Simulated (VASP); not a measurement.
Input for VASP

KPOINTS:
```
K-points
0
gamma
8 8 8
```

File POSCAR:
```
PbSe
4.3970330
  0.0000000000   0.7071068170   0.7071068170
  0.7071068170   0.0000000000   0.7071068170
  0.7071068170   0.7071068170   0.0000000000
Pb Se
1 1
Direct
  0.0000000000   0.0000000000   0.0000000000
  0.5000000000   0.5000000000   0.5000000000
```

### INCAR
```
AGGAC = 0.0
PREC = Accurate
NELM = 100   # most electronic steps
ISMEAR = 0
ENCUT = 520
ISIF = 2   # forces and stress, cell fixed
LREAL = .FALSE.
SYSTEM = PbSe
LWAVE = .FALSE.
LMAXMIX = 4
LUSE_VDW = .TRUE.
LASPH = .TRUE.
LCHARG = .FALSE.
GGA = MK
SIGMA = 0.05   # width (eV)
PARAM1 = 0.1234
PARAM2 = 1.0
EDIFF = 1E-7
ALGO = Normal
```

POTCAR, in this order: Pb_d Se (PBE.64 set). Program: vasp_std.

Question: Write an equivalent input for Quantum ESPRESSO's pw.x.

Answer: One equivalent input (not run):
```
&CONTROL
  calculation = 'scf'
  pseudo_dir = './pseudo'
  outdir = './out'
  tprnfor = .true.
  tstress = .true.
/
&SYSTEM
  ibrav = 0
  nat = 2
  ntyp = 2
  ecutwfc = 86
  occupations = 'smearing'
  smearing = 'gaussian'
  degauss = 0.003675
  input_dft = 'vdw-df-ob86'
/
&ELECTRONS
  conv_thr = 7.3e-09
  electron_maxstep = 100
/
ATOMIC_SPECIES
  Pb 207.200 Pb.upf
  Se 78.971 Se.upf
CELL_PARAMETERS angstrom
     0.0000000    3.1091720    3.1091720
     3.1091720    0.0000000    3.1091720
     3.1091720    3.1091720    0.0000000
ATOMIC_POSITIONS crystal
  Pb   0.0000000  0.0000000  0.0000000
  Se   0.5000000  0.5000000  0.5000000
K_POINTS automatic
  8 8 8 0 0 0
```
What does not carry over: the potentials are each code's own (VASP's PAW set, PseudoDojo norm-conserving files in pw.x), so ENCUT and ecutwfc are chosen apart and not converted; conv_thr bounds pw.x's estimated SCF error, while EDIFF bounds the energy change between steps.

The compound is PbSe in the rock salt structure. This cell is one point of a volume scan, at 1.03 of the reference volume.
